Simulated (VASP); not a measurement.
# AgCl (Chlorargyrite) with r2SCAN + rVV10: from relaxation to properties, part 3 of 5

Aim: relax AgCl (Chlorargyrite), then compute properties on the relaxed cell. The start is a cell from a database of measured crystal structures.

VASP 6.6.1; r2SCAN with rVV10; plane waves and PAW (Ag, Cl).

So far, gap on the k-mesh (eV): step 2 (relaxing cell and atoms (r2SCAN + rVV10)) 1.44. The relaxed cell has a = 5.496 Å (conventional setting).

The database entry behind the starting cell differs from later determinations by our own check (an axis about 1.4 % short against later determinations), so it need not match the best structure at ambient conditions.

### Step 5. Bands along the symmetry lines (r2SCAN + rVV10)

The mesh alone shows little of the dispersion and can miss band extrema, so KPOINTS_OPT adds a path through the symmetry points after the self-consistent cycle.

INCAR reads:

```
SYSTEM = AgCl
PREC = Accurate
ENCUT = 400
EDIFF = 1E-06
NELM = 100
ISMEAR = 0
SIGMA = 0.05
LREAL = .FALSE.
ALGO = Normal
METAGGA = R2SCAN
LUSE_VDW = .TRUE.
IVDW_NL = 2
BPARAM = 11.95
CPARAM = 0.0093
LASPH = .TRUE.
NBANDS = 21
LORBIT = 11
LWAVE = .FALSE.
LCHARG = .FALSE.
KPAR = 2
```

POSCAR reads:

```
AgCl
1.0
    0.0000000000      2.7478564130      2.7478564130
    2.7478564130      0.0000000000      2.7478564130
    2.7478564130      2.7478564130      0.0000000000
Ag Cl
1 1
Direct
    0.0000000000      0.0000000000      0.0000000000
    0.5000000000      0.5000000000      0.5000000000
```

KPOINTS reads:

```
Automatic mesh
0
Gamma
7 7 7
0 0 0
```

KPOINTS_OPT reads:

```
Line mode
16
Line-mode
Reciprocal
  0.00000000   0.00000000   0.00000000 GAMMA
  0.50000000   0.00000000   0.50000000 X

  0.50000000   0.00000000   0.50000000 X
  0.50000000   0.25000000   0.75000000 W

  0.50000000   0.25000000   0.75000000 W
  0.37500000   0.37500000   0.75000000 K

  0.37500000   0.37500000   0.75000000 K
  0.00000000   0.00000000   0.00000000 GAMMA

  0.00000000   0.00000000   0.00000000 GAMMA
  0.50000000   0.50000000   0.50000000 L

  0.50000000   0.50000000   0.50000000 L
  0.62500000   0.25000000   0.62500000 U

  0.62500000   0.25000000   0.62500000 U
  0.50000000   0.25000000   0.75000000 W

  0.50000000   0.25000000   0.75000000 W
  0.50000000   0.50000000   0.50000000 L

  0.50000000   0.50000000   0.50000000 L
  0.37500000   0.37500000   0.75000000 K

  0.62500000   0.25000000   0.62500000 U
  0.50000000   0.00000000   0.50000000 X
```

The projector-augmented-wave data sets are Ag and Cl (PBE family, release 64).

Run with:

```
$ mpirun -np 2 vasp_std
```

Output:

```text
[... set-up lines as in an earlier step ...]
 entering main loop
       N       E                     dE             d eps       ncg     rms          rms(c)
Total rVV10 correction in eV:      0.5283850    21.5737324
Total rVV10 correction in eV:      0.5283850    21.5737324
DAV:   1     0.655050260118E+02    0.65505E+02   -0.72018E+03   848   0.643E+02
DAV:   2    -0.296006082217E+02   -0.95106E+02   -0.86495E+02   985   0.175E+02
DAV:   3    -0.331430602413E+02   -0.35425E+01   -0.35193E+01  1009   0.343E+01
DAV:   4    -0.331673388659E+02   -0.24279E-01   -0.24275E-01   980   0.313E+00
DAV:   5    -0.331677014086E+02   -0.36254E-03   -0.36254E-03  1031   0.364E-01    0.707E+00
Total rVV10 correction in eV:      0.5277103    21.5737320
Total rVV10 correction in eV:      0.5277103    21.5737320
DAV:   6    -0.281640765448E+02    0.50036E+01   -0.26339E+00   880   0.151E+01    0.624E+00
Total rVV10 correction in eV:      0.5332897    21.5737320
Total rVV10 correction in eV:      0.5332897    21.5737320
DAV:   7    -0.281037583510E+02    0.60318E-01   -0.14409E-01   950   0.300E+00    0.401E+00
Total rVV10 correction in eV:      0.5418374    21.5737320
Total rVV10 correction in eV:      0.5418374    21.5737320
DAV:   8    -0.280915974005E+02    0.12161E-01   -0.88027E-02   955   0.288E+00    0.753E-01
Total rVV10 correction in eV:      0.5436911    21.5737320
Total rVV10 correction in eV:      0.5436911    21.5737320
DAV:   9    -0.280923953397E+02   -0.79794E-03   -0.32568E-03   980   0.530E-01    0.367E-01
Total rVV10 correction in eV:      0.5430996    21.5737320
Total rVV10 correction in eV:      0.5430996    21.5737320
DAV:  10    -0.280918361736E+02    0.55917E-03   -0.14715E-03   970   0.365E-01    0.741E-02
Total rVV10 correction in eV:      0.5429320    21.5737320
Total rVV10 correction in eV:      0.5429320    21.5737320
DAV:  11    -0.280918569072E+02   -0.20734E-04   -0.17712E-04   965   0.928E-02    0.405E-02
Total rVV10 correction in eV:      0.5430540    21.5737320
Total rVV10 correction in eV:      0.5430540    21.5737320
DAV:  12    -0.280918507170E+02    0.61902E-05   -0.28485E-05  1003   0.558E-02    0.698E-03
Total rVV10 correction in eV:      0.5431067    21.5737320
Total rVV10 correction in eV:      0.5431067    21.5737320
DAV:  13    -0.280918513908E+02   -0.67375E-06   -0.26479E-06   955   0.129E-02
Total rVV10 correction in eV:      0.5430787    21.5737320
Total rVV10 correction in eV:      0.5430787    21.5737320
Total rVV10 correction in eV:      0.5430918    21.5737320
Total rVV10 correction in eV:      0.5430918    21.5737320
   1 F= -.28091851E+02 E0= -.28091851E+02  d E =-.116224E-12
 Start KPOINTS_OPT (optional k-point list driver)
k-point batch [1-20\160]
       N       E                     dE             ncg
DAV:   1     0.190568027315E+04   -0.52667E+04      840
DAV:   2    -0.294313849709E+02   -0.19351E+04      989
DAV:   3    -0.969912990866E+02   -0.67560E+02      995
DAV:   4    -0.974687384495E+02   -0.47744E+00      975
DAV:   5    -0.974762619236E+02   -0.75235E-02     1042
DAV:   6    -0.974764318981E+02   -0.16997E-03      969
DAV:   7    -0.974764363499E+02   -0.44518E-05     1058
DAV:   8    -0.974764364541E+02   -0.10423E-06      676
[...]
k-point batch [141-160\160]
       N       E                     dE             ncg
DAV:   1     0.189978037328E+04   -0.99903E+04      840
DAV:   2    -0.472272062065E+02   -0.19470E+04     1000
DAV:   3    -0.118047721469E+03   -0.70821E+02     1087
DAV:   4    -0.118547460308E+03   -0.49974E+00      968
DAV:   5    -0.118555082841E+03   -0.76225E-02     1037
DAV:   6    -0.118555251447E+03   -0.16861E-03      994
DAV:   7    -0.118555255779E+03   -0.43322E-05     1091
DAV:   8    -0.118555255879E+03   -0.99470E-07      688
```

Elapsed: 5.2 min, on 2 MPI ranks of AMD EPYC 7R43, shared host; peak memory 0.45 GiB.

Parts of OUTCAR (step 5):

```text
   k-points           NKPTS =     20   k-points in BZ     NKDIM =     20   number of bands    NBANDS=     21

   NELECT =      18.0000    total number of electrons

 E-fermi :   4.0518

 k-point     1 :       0.0000    0.0000    0.0000
  band No.  band energies     occupation
    ...
      5       1.3391      2.00000
      6       1.3391      2.00000
      7       1.3391      2.00000
      8       1.3924      2.00000
      9       1.3924      2.00000
     10       5.2546      0.00000
     11      15.1732      0.00000
     12      15.1732      0.00000
     13      15.1732      0.00000
     14      16.5026      0.00000
    ...

  Total       -0.0228508     -0.0228508     -0.0228508      0.0000000      0.0000000      0.0000000
  in kB       -0.8822660     -0.8822660     -0.8822660      0.0000000      0.0000000      0.0000000
  external PRESSURE =      -0.8822660 kB  Pullay stress =       0.0000000 kB

 POSITION                                       TOTAL-FORCE (eV/Angst)
 -----------------------------------------------------------------------------------
      0.00000      0.00000      0.00000        -0.000000     -0.000000     -0.000000
      2.74786      2.74786      2.74786         0.000000      0.000000      0.000000
 -----------------------------------------------------------------------------------
    total drift:                                0.000000      0.000000      0.000000

  FREE ENERGIE OF THE ION-ELECTRON SYSTEM (eV)
  ---------------------------------------------------
  free  energy   TOTEN  =       -28.0918513908 eV

  energy  without entropy=      -28.0918513908  energy(sigma->0) =      -28.09185139

[... 8 parts as in an earlier step ...]

[... 8 further parts left out ...]
```

Spin-orbit coupling is off here; it would split degenerate levels.

Numbers from this step:

```
SCF cycles                        : 13
bands                             : 21
Fermi energy                      : 4.052 eV
pressure                          : -0.08823 GPa
least gap on mesh and path        : 1.364 eV
least direct gap on mesh and path : 3.567 eV
valence top at k                  : 0.5, 0.5, 0.5
least direct gap at k             : 0.05, 0.05, 0.1
```

The electronic bands at the labelled points (eV, zero at the valence-band top; v1 is the highest filled band, c1 the lowest empty one):

| point | v4 | v3 | v2 | v1 | c1 | c2 | c3 | c4 |
| --- | --- | --- | --- | --- | --- | --- | --- | --- |
| Γ | -2.55 | -2.55 | -2.50 | -2.50 | 1.36 | 11.28 | 11.28 | 11.28 |
| 0.53 of the way | -2.39 | -1.86 | -1.86 | -1.33 | 3.99 | 7.86 | 8.93 | 10.84 |
| X | -2.30 | -2.04 | -2.04 | -1.91 | 2.85 | 8.24 | 9.27 | 12.45 |
| 0.47 of the way | -2.04 | -2.03 | -2.02 | -1.56 | 3.50 | 8.15 | 8.94 | 10.73 |
| W | -2.09 | -2.04 | -2.01 | -1.20 | 4.74 | 8.30 | 8.30 | 8.68 |
| 0.53 of the way | -2.09 | -1.96 | -1.80 | -1.16 | 4.39 | 7.78 | 8.54 | 9.68 |
| K | -2.10 | -1.92 | -1.69 | -1.10 | 4.12 | 7.65 | 8.64 | 10.56 |
| 0.47 of the way | -2.21 | -1.80 | -1.74 | -0.18 | 4.53 | 7.59 | 8.34 | 9.30 |
| Γ | -2.55 | -2.55 | -2.50 | -2.50 | 1.36 | 11.28 | 11.28 | 11.28 |
| 0.53 of the way | -2.34 | -2.06 | -0.76 | -0.76 | 3.58 | 8.08 | 9.58 | 9.58 |
| L | -2.16 | -1.83 | 0.00 | 0.00 | 4.55 | 7.30 | 8.17 | 8.17 |
| 0.47 of the way | -2.15 | -1.88 | -0.76 | -0.32 | 5.44 | 6.07 | 8.63 | 8.90 |
| U | -2.10 | -1.92 | -1.69 | -1.10 | 4.12 | 7.65 | 8.64 | 10.56 |
| 0.53 of the way | -2.09 | -1.96 | -1.83 | -1.17 | 4.45 | 7.83 | 8.52 | 9.51 |
| W | -2.09 | -2.04 | -2.01 | -1.20 | 4.74 | 8.30 | 8.30 | 8.68 |
| 0.47 of the way | -2.16 | -1.91 | -1.11 | -0.57 | 5.45 | 6.22 | 8.57 | 9.21 |
| L | -2.16 | -1.83 | 0.00 | 0.00 | 4.55 | 7.30 | 8.17 | 8.17 |
| 0.47 of the way | -2.15 | -1.88 | -0.76 | -0.32 | 5.44 | 6.07 | 8.63 | 8.90 |
| K | -2.10 | -1.92 | -1.69 | -1.10 | 4.12 | 7.65 | 8.64 | 10.56 |
| jump to U | -2.10 | -1.92 | -1.69 | -1.10 | 4.12 | 7.65 | 8.64 | 10.56 |
| 0.47 of the way | -2.05 | -2.00 | -1.81 | -1.80 | 3.26 | 8.11 | 9.05 | 11.71 |
| X | -2.30 | -2.04 | -2.04 | -1.91 | 2.85 | 8.24 | 9.27 | 12.45 |

Of the projections kept (Ag, Cl), the largest for each band there; the rest of the weight can lie on other orbitals:

| point | v4 | v3 | v2 | v1 | c1 | c2 | c3 | c4 |
| --- | --- | --- | --- | --- | --- | --- | --- | --- |
| Γ | Ag 1.00 | Ag 1.00 | Ag 1.00 | Ag 1.00 | Ag 0.70 | Ag 1.00 | Ag 1.00 | Ag 1.00 |
| X | Ag 1.00 | Ag 1.00 | Ag 1.00 | Ag 0.97 | Ag 0.96 | Ag 1.00 | Cl 0.69 | Ag 0.66 |
| W | Ag 0.90 | Ag 1.00 | Ag 0.98 | Ag 0.83 | Ag 0.74 | Cl 0.53 | Cl 0.53 | Ag 0.88 |
| K | Ag 1.00 | Ag 0.94 | Ag 0.91 | Ag 0.73 | Ag 0.85 | Ag 0.62 | Cl 0.64 | Ag 0.77 |
| Γ | Ag 1.00 | Ag 1.00 | Ag 1.00 | Ag 1.00 | Ag 0.70 | Ag 1.00 | Ag 1.00 | Ag 1.00 |
| L | Ag 1.00 | Ag 0.92 | Ag 0.61 | Ag 0.61 | Ag 0.72 | Ag 0.56 | Ag 1.00 | Ag 1.00 |

The path lowers the gap by 0.08 eV against the mesh alone, so a band edge lies off the mesh.

### Step 6. Density of states (r2SCAN + rVV10)

Here the states are counted by energy and projected on the atoms. The mesh is finer than in the run before.

Changes to INCAR since step 5:

```diff
@@ -5,3 +5,3 @@
 NELM = 100
-ISMEAR = 0
+ISMEAR = -5
 SIGMA = 0.05
@@ -20 +20,2 @@
 KPAR = 2
+NEDOS = 2001
```

POSCAR is that of step 5.

KPOINTS reads:

```
Automatic mesh
0
Gamma
10 10 10
0 0 0
```

Run with:

```
$ mpirun -np 2 vasp_std
```

Output:

```text
[... set-up lines as in an earlier step ...]
 entering main loop
       N       E                     dE             d eps       ncg     rms          rms(c)
Total rVV10 correction in eV:      0.5283850    21.5737324
Total rVV10 correction in eV:      0.5283850    21.5737324
DAV:   1     0.652130147873E+02    0.65213E+02   -0.71279E+03  2006   0.638E+02
DAV:   2    -0.295821814207E+02   -0.94795E+02   -0.86528E+02  2297   0.175E+02
DAV:   3    -0.331430739941E+02   -0.35609E+01   -0.35379E+01  2348   0.348E+01
DAV:   4    -0.331675778255E+02   -0.24504E-01   -0.24500E-01  2302   0.313E+00
DAV:   5    -0.331679410591E+02   -0.36323E-03   -0.36323E-03  2393   0.370E-01    0.708E+00
Total rVV10 correction in eV:      0.5277031    21.5737320
Total rVV10 correction in eV:      0.5277031    21.5737320
DAV:   6    -0.281643837007E+02    0.50036E+01   -0.26329E+00  2029   0.151E+01    0.624E+00
Total rVV10 correction in eV:      0.5332856    21.5737320
Total rVV10 correction in eV:      0.5332856    21.5737320
DAV:   7    -0.281039181659E+02    0.60466E-01   -0.14315E-01  2314   0.300E+00    0.401E+00
Total rVV10 correction in eV:      0.5418816    21.5737320
Total rVV10 correction in eV:      0.5418816    21.5737320
DAV:   8    -0.280918303634E+02    0.12088E-01   -0.88972E-02  2234   0.290E+00    0.743E-01
Total rVV10 correction in eV:      0.5436748    21.5737320
Total rVV10 correction in eV:      0.5436748    21.5737320
DAV:   9    -0.280925378559E+02   -0.70749E-03   -0.32150E-03  2318   0.538E-01    0.362E-01
Total rVV10 correction in eV:      0.5431082    21.5737320
Total rVV10 correction in eV:      0.5431082    21.5737320
DAV:  10    -0.280920029243E+02    0.53493E-03   -0.13883E-03  2264   0.352E-01    0.804E-02
Total rVV10 correction in eV:      0.5429271    21.5737320
Total rVV10 correction in eV:      0.5429271    21.5737320
DAV:  11    -0.280920202913E+02   -0.17367E-04   -0.19442E-04  2255   0.962E-02    0.398E-02
Total rVV10 correction in eV:      0.5430423    21.5737320
Total rVV10 correction in eV:      0.5430423    21.5737320
DAV:  12    -0.280920142579E+02    0.60334E-05   -0.25561E-05  2302   0.509E-02    0.846E-03
Total rVV10 correction in eV:      0.5431027    21.5737320
Total rVV10 correction in eV:      0.5431027    21.5737320
DAV:  13    -0.280920150378E+02   -0.77990E-06   -0.32457E-06  2344   0.159E-02
Total rVV10 correction in eV:      0.5430686    21.5737320
Total rVV10 correction in eV:      0.5430686    21.5737320
Total rVV10 correction in eV:      0.5430860    21.5737320
Total rVV10 correction in eV:      0.5430860    21.5737320
   1 F= -.28092015E+02 E0= -.28092015E+02  d E =0.000000E+00
```

The job ended after 3.2 min (2 MPI ranks; peak memory 0.47 GiB; 6.1 min of CPU time).

Parts of OUTCAR (step 6):

```text
   k-points           NKPTS =     47   k-points in BZ     NKDIM =     47   number of bands    NBANDS=     21

   NELECT =      18.0000    total number of electrons

 E-fermi :   3.8929

 k-point     1 :       0.0000    0.0000    0.0000
  band No.  band energies     occupation
    ...
      5       1.3392      2.00000
      6       1.3392      2.00000
      7       1.3392      2.00000
      8       1.3926      2.00000
      9       1.3926      2.00000
     10       5.2546      0.00000
     11      15.1731      0.00000
     12      15.1731      0.00000
     13      15.1731      0.00000
     14      16.5026      0.00000
    ...

  Total       -0.0263170     -0.0263170     -0.0263170     -0.0000000      0.0000000      0.0000000
  in kB       -1.0160967     -1.0160967     -1.0160967     -0.0000000      0.0000000      0.0000000
  external PRESSURE =      -1.0160967 kB  Pullay stress =       0.0000000 kB

 POSITION                                       TOTAL-FORCE (eV/Angst)
 -----------------------------------------------------------------------------------
      0.00000      0.00000      0.00000        -0.000000      0.000000      0.000000
      2.74786      2.74786      2.74786         0.000000      0.000000     -0.000000
 -----------------------------------------------------------------------------------
    total drift:                                0.000000      0.000000      0.000000

  FREE ENERGIE OF THE ION-ELECTRON SYSTEM (eV)
  ---------------------------------------------------
  free  energy   TOTEN  =       -28.0920150378 eV

  energy  without entropy=      -28.0920150378  energy(sigma->0) =      -28.09201504

[... 7 parts as in an earlier step ...]

[... 9 further parts left out ...]
```

This step gave:

```
irreducible k-points           : 47
Fermi energy                   : 3.893 eV
pressure                       : -0.1016 GPa
valence top at k               : 0.5, 0, 0
least direct gap at k          : 0.1, 0, 0
gap on the k-mesh              : 1.363 eV
least direct gap on the k-mesh : 3.690 eV
```

The density of states has structure finer than the step of the table below, so its rows give means over 1 eV, whole bins alone (the curve runs from -12.0 to 9.24 eV). Peaks (eV: height): total -4.4: 9.19, -2.2: 12.5, -1.9: 14.8, 8.5: 5.22; Ag d -4.4: 2.91, -2.2: 11.6, -1.9: 12.2; Cl p -4.9: 1.41, -4.4: 3.53, -1.9: 1.27, 8.5: 0.630; Ag s -5.0: 0.200, -1.9: 0.165, 4.7: 0.384, 6.5: 0.178; Ag p -4.4: 0.120, 8.5: 0.74.

States under -12.0 eV and over 9.2 eV are left out. Density of states against energy, zero at the valence-band top; means over each step; values in states/eV/cell:

```
energy (eV)   total     Ag d     Cl p     Ag s     Ag p
         -7       0        0        0        0        0
         -6  0.0182  0.00189  0.00698  0.00186   4.1e-5
         -5    1.90    0.262    0.776    0.108   0.0313
         -4    3.81     1.13     1.51   0.0188   0.0600
         -3   0.753    0.485    0.135  0.00123  0.00471
         -2    6.71     5.75    0.388   0.0355   0.0150
         -1    2.11     1.32    0.478   0.0220   0.0197
          0   0.742    0.420    0.235  0.00132  0.00395
          1  2.2e-4        0   9.2e-6   7.9e-5        0
          2  0.0391   2.1e-4  0.00397   0.0126   5.5e-4
          3   0.194  0.00209   0.0219   0.0730  0.00409
          4   0.713   0.0119   0.0967    0.265   0.0234
          5    1.03   0.0163    0.138    0.303   0.0708
          6   0.281  0.00427   0.0371   0.0578   0.0307
          7   0.925   0.0212    0.101    0.105    0.131
          8    1.51   0.0903    0.160   0.0310    0.191
```

The gap on this mesh is 1.36 eV. In the top eV of the valence band the largest shares in the PAW spheres are Ag d 58 % and Cl p 28 %. The rest lies in smaller channels or between the spheres.

(Continued in part 4 of 5.)

[Lines on the potential files, build, host, timing and source positions are cut from VASP's logs without a mark.]

[Logs are printed without paths, hosts, clocks, repeated set-up lines and the standing remarks that a program may print on its own settings, such as how far it seeks lower states.]

[Hosts, paths, dates, database ids (printed as entryN), source tags and the programs' standing remarks are cut or masked in the printed files.]

[A measured line is paired with the nearest computed mode of its activity, which favours agreement.]
